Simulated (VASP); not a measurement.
# Sn2HBr3 (R-3m) in VASP: density of states with PBE

Aim: the density of states of Sn2HBr3 with PBE.

Program: VASP 6.6.1. These are calculated values, not measurements. Logs are shortened: lines on timing, memory, paths and dates and some standing lists are left out, and cuts for length are marked.

## 1. The crystal as given

Symmetry: R-3m, No. 166, trigonal system. The conventional cell has a = 9.747 Å, b = 9.747 Å, c = 7.781 Å, α = 90.00°, β = 90.00°, γ = 120.00°. Sn (site symmetry 3m) is surrounded by 1 H at 2.06 Å. Around H (site symmetry -3m) lie 2 Sn at 2.06 Å. Around Br (site symmetry 2/m) lie 2 Sn at 2.86 Å.

The cell was built by a generator and needn't be a form met in nature.

## 2. Density of states, PBE

POSCAR reads:

```
Sn2HBr3                                 
1.0
    4.8734461669      2.8136854499      2.5935213181
   -4.8734461669      2.8136854499      2.5935213181
    0.0000000000     -5.6273709092      2.5935213174
  Sn              H               Br            
     2     1     3
Direct
     0.7652877134126406    0.7652877134126406    0.7652877134124274
     0.2347122865873594    0.2347122865873594    0.2347122865875726
     0.5000000000000000    0.5000000000000000    0.5000000000000000
     0.0000000000000000    0.5000000000000000    0.0000000000000000
     0.0000000000000000    0.0000000000000000    0.5000000000000000
     0.5000000000000000    0.0000000000000000    0.0000000000000000
```

INCAR.step1 reads:

```
PREC = Accurate
ENCUT = 520
EDIFF = 1E-7
ISMEAR = 0
SIGMA = 0.03
LREAL = F
LASPH = T
NELM = 100
ALGO = Normal
ISIF = 2
LWAVE = F
LCHARG = T
GGA = PE
KPAR = 4
```

KPOINTS.step1 reads:

```
Automatic mesh
0
Gamma
  4 4 4
```

INCAR.step2 reads:

```
PREC = Accurate
ENCUT = 520
EDIFF = 1E-7
ISMEAR = -5
SIGMA = 0.03
LREAL = F
LASPH = T
NELM = 100
ALGO = Normal
ISIF = 2
LWAVE = F
LCHARG = F
GGA = PE
LORBIT = 11
KPAR = 4
NEDOS = 1001
ICHARG = 11
```

KPOINTS.step2 reads:

```
Automatic mesh
0
Gamma
  6 6 6
```

Potentials or basis: VASP PAW PBE potentials, release 64 (Sn_d, H, Br).

Started as:

```console
cat potpaw_PBE.64/Sn_d/POTCAR potpaw_PBE.64/H/POTCAR potpaw_PBE.64/Br/POTCAR > POTCAR
cp INCAR.step1 INCAR
cp KPOINTS.step1 KPOINTS
mpirun -np 4 vasp_std > vasp.out
cp INCAR.step2 INCAR
cp KPOINTS.step2 KPOINTS
mpirun -np 4 vasp_std > vasp.out
```

OUTCAR:

```text
PREC = Accurate
   ENCUT = 520
   EDIFF = 1E-7
   ISMEAR = -5
   LREAL = F
   LASPH = T
   NELM = 100
   ISIF = 2
   GGA = PE
   LORBIT = 11
   ICHARG = 11

 ion  position               nearest neighbor table
   1  0.765  0.765  0.765-   3 2.06   5 2.86   4 2.86   6 2.86   2 3.65
   2  0.235  0.235  0.235-   3 2.06   5 2.86   4 2.86   6 2.86   1 3.65
   3  0.500  0.500  0.500-   1 2.06   2 2.06
   4  0.000  0.500  0.000-   1 2.86   2 2.86
   5  0.000  0.000  0.500-   1 2.86   2 2.86
   6  0.500  0.000  0.000-   1 2.86   2 2.86

  LATTYP: Found a trigonal (rhomboedric) cell.
 ALAT       =     6.1962614675
 COS(alpha) =    -0.2372084279

  Lattice vectors:

 A1 = (   4.8734461669,   2.8136854499,   2.5935213181)
 A2 = (  -4.8734461669,   2.8136854499,   2.5935213181)
 A3 = (   0.0000000000,  -5.6273709092,   2.5935213174)

Analysis of symmetry for initial positions (statically):
=====================================================================
 Subroutine PRICEL returns:
 Original cell was already a primitive cell.

 Routine SETGRP: Setting up the symmetry group for a
 trigonal (rhombohedral) supercell.

 Subroutine GETGRP returns: Found 12 space group operations
 (whereof 12 operations were pure point group operations)
 out of a pool of 12 trial point group operations.

The static configuration has the point symmetry D_3d.

Analysis of symmetry for dynamics (positions and initial velocities):
=====================================================================
 Subroutine PRICEL returns:
 Original cell was already a primitive cell.

 Routine SETGRP: Setting up the symmetry group for a
 trigonal (rhombohedral) supercell.

 Subroutine GETGRP returns: Found 12 space group operations
 (whereof 12 operations were pure point group operations)
 out of a pool of 12 trial point group operations.

The dynamic configuration has the point symmetry D_3d.

 Subroutine INISYM returns: Found 12 space group operations
 (whereof 12 operations are pure point group operations),
 and found     1 'primitive' translations

----------------------------------------------------------------------------------------

                                     Primitive cell

  volume of cell :     213.3795

  direct lattice vectors                    reciprocal lattice vectors
     4.873446167  2.813685450  2.593521318     0.102596804  0.059234292  0.128525388
    -4.873446167  2.813685450  2.593521318    -0.102596804  0.059234292  0.128525388
     0.000000000 -5.627370909  2.593521317     0.000000000 -0.118468585  0.128525388

  length of vectors
     6.196261468  6.196261468  6.196261467     0.174795826  0.174795826  0.174795826

  position of ions in fractional coordinates (direct lattice)
     0.765287713  0.765287713  0.765287713
     0.234712287  0.234712287  0.234712287
     0.500000000  0.500000000  0.500000000
     0.000000000  0.500000000  1.000000000
     0.000000000  0.000000000  0.500000000
     0.500000000  0.000000000  1.000000000

  ion indices of the primitive-cell ions
   primitive index   ion index
                 1           1
                 2           2
                 3           3
                 4           4
                 5           5
                 6           6

----------------------------------------------------------------------------------------

 KPOINTS: Automatic mesh

Automatic generation of k-mesh.
 Grid dimensions read from file:
 generate k-points for:    6    6    6

 Generating k-lattice:

  Cartesian coordinates                     Fractional coordinates (reciprocal lattice)
     0.017099467  0.009872382  0.021420898     0.166666667 -0.000000000  0.000000000
    -0.017099467  0.009872382  0.021420898    -0.000000000  0.166666667  0.000000000
     0.000000000 -0.019744764  0.021420898     0.000000000  0.000000000  0.166666667

  Length of vectors
     0.029132638  0.029132638  0.029132638

  Shift w.r.t. Gamma in fractional coordinates (k-lattice)
     0.000000000  0.000000000  0.000000000

 TETIRR: Found    300 inequivalent tetrahedra from     1296

 Subroutine IBZKPT returns following result:
 ===========================================

 Found     32 irreducible k-points:

 Following reciprocal coordinates:
            Coordinates               Weight
  0.000000  0.000000  0.000000      1.000000
  0.166667 -0.000000  0.000000      6.000000
  0.333333 -0.000000  0.000000      6.000000
  0.500000 -0.000000  0.000000      3.000000
  0.166667  0.166667  0.000000      6.000000
  0.333333  0.166667  0.000000     12.000000
[... 16 lines left out ...]
  0.500000  0.500000  0.166667      6.000000
 -0.333333  0.500000  0.166667     12.000000
 [... further k-points ...]
   k-points           NKPTS =     32   k-points in BZ     NKDIM =     32   number of bands    NBANDS=     30
   number of dos      NEDOS =   1001   number of ions     NIONS =      6
   total plane-waves  NPLWV = 110592
   dimension x,y,z NGX =    48 NGY =   48 NGZ =   48
   dimension x,y,z NGXF=    96 NGYF=   96 NGZF=   96
   ions per type =               2   1   3
   NGX,Y,Z   is equivalent  to a cutoff of  12.88, 12.88, 12.88 a.u.
   NGXF,Y,Z  is equivalent  to a cutoff of  25.76, 25.76, 25.76 a.u.
 SYSTEM =  unknown system
   PREC   = accura    normal or accurate (medium, high low for compatibility)
   ISTART =      0    job   : 0-new  1-cont  2-samecut
   ICHARG =     11    charge: 1-file 2-atom 10-const
   ISPIN  =      1    spin polarized calculation?
   LNONCOLLINEAR =      F non collinear calculations
   LSORBIT =      F    spin-orbit coupling
   LASPH  =      T    aspherical Exc in radial PAW
   ENCUT  =  520.0 eV  38.22 Ry    6.18 a.u.  11.52 11.52 11.52*2*pi/ulx,y,z
   NELM   =    100;   NELMIN=  2; NELMDL=  0     # of ELM steps
   EDIFF  = 0.1E-06   stopping-criterion for ELM
   LREAL  =      F    real-space projection
   EDIFFG = 0.1E-05   stopping-criterion for IOM
   NSW    =      0    number of steps for IOM
   IBRION =     -1    ionic relax: 0-MD 1-quasi-New 2-CG
   NFREE  =      0    steps in history (QN), initial steepest desc. (CG)
   ISIF   =      2    stress and relaxation
   ISYM   =      2    0-nonsym 1-usesym 2-fastsym
   POTIM  = 0.5000    time-step for ionic-motion
   TEBEG  =    0.0;   TEEND  =   0.0 temperature during run
   PSTRESS=    0.0 pullay stress
   NELECT =      50.0000    total number of electrons
   NUPDOWN=      -1.0000    fix difference up-down
   EMIN   =  10.00;   EMAX   =-10.00  energy-range for DOS
   EFERMI =   0.00;   METHOD = LEGACY
   ISMEAR =    -5;   SIGMA  =   0.03  broadening in eV -4-tet -1-fermi 0-gaus
   EFERMI_NEDOS =   21; number of points for ismear=-14 and -15
   IALGO  =     38    algorithm
   IMIX   =      4    mixing-type and parameters
     AMIX     =   0.40;   BMIX     =  1.00
     AMIX_MAG =   1.60;   BMIX_MAG =  1.00
  volume/ion in A,a.u.               =      35.56       239.99
  Fermi-wavevector in a.u.,A,eV,Ry     =   1.009285  1.907272 13.859664  1.018657
  Thomas-Fermi vector in A             =   2.142204
   LORBIT       =     11    0 simple, 1 ext, 2 COOP (PROOUT), +10 PAW based schemes
   GGA     = PE    functional components
   LHFCALC =     F    Hartree Fock is set to
   AEXX    =    0.0000 exact exchange contribution
   IVDW    =     0    specifies the selected vdW correction
   LEPSILON=     F    determine dielectric tensor
   LRPA    =     F    only Hartree local field effects (RPA)
 non-spin polarized calculation
 Fermi weights with tetrahedron method with Bloechl corrections
  energy-cutoff  :      520.00
  volume of cell :      213.38
 maximum number of plane-waves:      5771
 NGX is ok and might be reduce to    48

 number of electron      49.9999979 magnetization

 Free energy of the ion-electron system (eV)
  ---------------------------------------------------
  ext. energy  EPLUGINS =         0.00000000
  ---------------------------------------------------
  free energy    TOTEN  =       -18.03041427 eV

  energy without entropy =      -18.03041427  energy(sigma->0) =      -18.03041427

 E-fermi :   1.4351     XC(G=0):  -7.2964

 val. band max:        1.4113658725   @ k =   0.3333   0.1667   0.1667
 cond. band min:       1.8056469148   @ k =   0.5000  -0.0000   0.0000
 fundamental gap:      0.3942810423
 Fermi energy:         1.4350947153

 k-point     1 :       0.0000    0.0000    0.0000
  band No.  band energies     occupation
      1     -20.5783      2.00000
      2     -20.5783      2.00000
      3     -20.5733      2.00000
      4     -20.5733      2.00000
      5     -20.5417      2.00000
      6     -20.5159      2.00000
[... 22 lines left out ...]
     29       5.0351      0.00000
     30       5.1679      0.00000

 k-point     2 :       0.1667   -0.0000    0.0000
  band No.  band energies     occupation
      1     -20.5783      2.00000
      2     -20.5780      2.00000
      3     -20.5737      2.00000
      4     -20.5734      2.00000
      5     -20.5382      2.00000
      6     -20.5154      2.00000
[... 22 lines left out ...]
     29       4.9298      0.00000
     30       5.0400      0.00000

 k-point     3 :       0.3333   -0.0000    0.0000
  band No.  band energies     occupation
      1     -20.5783      2.00000
      2     -20.5771      2.00000
      3     -20.5745      2.00000
      4     -20.5734      2.00000
      5     -20.5288      2.00000
      6     -20.5142      2.00000
[... 682 lines left out ...]
     29       4.6783      0.00000
     30       5.1881      0.00000

 k-point    24 :      -0.3333    0.5000    0.1667
  band No.  band energies     occupation
      1     -20.5777      2.00000
      2     -20.5766      2.00000
      3     -20.5751      2.00000
      4     -20.5739      2.00000
      5     -20.5279      2.00000
      6     -20.5142      2.00000
[... 22 lines left out ...]
     29       4.3549      0.00000
     30       4.8436      0.00000

 [... further k-points ...]

------------------------ aborting loop because EDIFF is reached ----------------------------------------

  FORCE on cell =-STRESS in cart. coord.  units (eV):
  Direction    XX          YY          ZZ          XY          YZ          ZX
  --------------------------------------------------------------------------------------
  -------------------------------------------------------------------------------------
  Total       -0.0389107     -0.0389107     -0.0617090      0.0000000      0.0000000     -0.0000000
  in kB       -0.2921638     -0.2921638     -0.4633470      0.0000000      0.0000000     -0.0000000
  external PRESSURE =      -0.3492249 kB  Pullay stress =       0.0000000 kB

 VOLUME and BASIS-vectors are now :
 -----------------------------------------------------------------------------
  energy-cutoff  :      520.00
  volume of cell :      213.38
      direct lattice vectors                 reciprocal lattice vectors
     4.873446167  2.813685450  2.593521318     0.102596804  0.059234292  0.128525388
    -4.873446167  2.813685450  2.593521318    -0.102596804  0.059234292  0.128525388
     0.000000000 -5.627370909  2.593521317     0.000000000 -0.118468585  0.128525388

 POSITION                                       TOTAL-FORCE (eV/Angst)
 -----------------------------------------------------------------------------------
      0.00000     -0.00000      5.95437        -0.000000     -0.000000      0.005610
      0.00000     -0.00000      1.82619        -0.000000      0.000000     -0.005610
      0.00000     -0.00000      3.89028        -0.000000      0.000000      0.000000
     -2.43672      1.40684      1.29676        -0.000000      0.000000     -0.000000
      0.00000     -2.81369      1.29676         0.000000      0.000000      0.000000
      2.43672      1.40684      1.29676         0.000000      0.000000     -0.000000
 -----------------------------------------------------------------------------------
    total drift:                               -0.000000      0.000000      0.000000

  FREE ENERGIE OF THE ION-ELECTRON SYSTEM (eV)
  ---------------------------------------------------
  free  energy   TOTEN  =       -18.0304142734 eV

  energy  without entropy=      -18.0304142734  energy(sigma->0) =      -18.03041427

 total charge

# of ion       s       p       d       tot
------------------------------------------
    1        1.386   0.640   9.976  12.003
    2        1.386   0.640   9.976  12.003
    3        0.500   0.007   0.000   0.506
    4        1.620   3.212   0.012   4.844
    5        1.620   3.212   0.012   4.844
    6        1.620   3.212   0.012   4.844
--------------------------------------------------
tot          8.132  10.924  19.989  39.044
```

Wall time 70 s (4 MPI ranks of Intel Xeon Platinum 8488C (Sapphire Rapids), shared host); peak memory 0.4 GiB.

Results:

* Valence electrons inside the program's atomic spheres: Sn 12.00; H 0.51; Br 4.84

Levels at points of the mesh, in eV from the valence-band top:
| k point | band 23 | band 24 | band 25 | band 26 | band 27 | band 28 |
| --- | --- | --- | --- | --- | --- | --- |
| (0.00, 0.00, 0.00) | -1.64 | -1.64 | -0.65 | 1.19 | 1.19 | 3.26 |
| (0.50, 0.00, 0.00) | -2.32 | -1.75 | -0.69 | 0.39 | 1.33 | 2.39 |
| (0.50, 0.50, 0.00) | -2.35 | -1.55 | -1.14 | 0.96 | 2.36 | 2.96 |
| (0.50, 0.50, 0.50) | -1.52 | -1.52 | -0.69 | 1.13 | 1.13 | 1.24 |

States per cell in windows of 1 eV (zero at the valence-band top; states under -8 eV left out):
| from (eV) | total | Br4_p | Br5_p | Br6_p | Sn1_p | Sn2_p | Sn1_s |
| --- | --- | --- | --- | --- | --- | --- | --- |
| -8.0 | 2.07 | 0.06 | 0.06 | 0.06 | 0.01 | 0.01 | 0.52 |
| -7.0 | 0.98 | 0.03 | 0.03 | 0.03 | 0.01 | 0.01 | 0.27 |
| -6.0 | 0.00 | 0.00 | 0.00 | 0.00 | 0.00 | 0.00 | 0.00 |
| -5.0 | 4.05 | 0.49 | 0.49 | 0.49 | 0.27 | 0.27 | 0.01 |
| -4.0 | 3.66 | 0.53 | 0.53 | 0.53 | 0.10 | 0.10 | 0.07 |
| -3.0 | 6.83 | 1.16 | 1.16 | 1.16 | 0.09 | 0.09 | 0.09 |
| -2.0 | 4.80 | 0.87 | 0.87 | 0.87 | 0.09 | 0.09 | 0.12 |
| -1.0 | 0.82 | 0.08 | 0.08 | 0.08 | 0.06 | 0.06 | 0.07 |
| 0.0 | 0.73 | 0.02 | 0.02 | 0.02 | 0.14 | 0.14 | 0.01 |
| 1.0 | 3.40 | 0.07 | 0.07 | 0.07 | 0.68 | 0.68 | 0.02 |
| 2.0 | 1.95 | 0.09 | 0.09 | 0.09 | 0.32 | 0.32 | 0.03 |
| 3.0 | 3.78 | 0.23 | 0.23 | 0.23 | 0.57 | 0.57 | 0.02 |
| 4.0 | 0.15 | 0.01 | 0.01 | 0.01 | 0.03 | 0.03 | 0.00 |
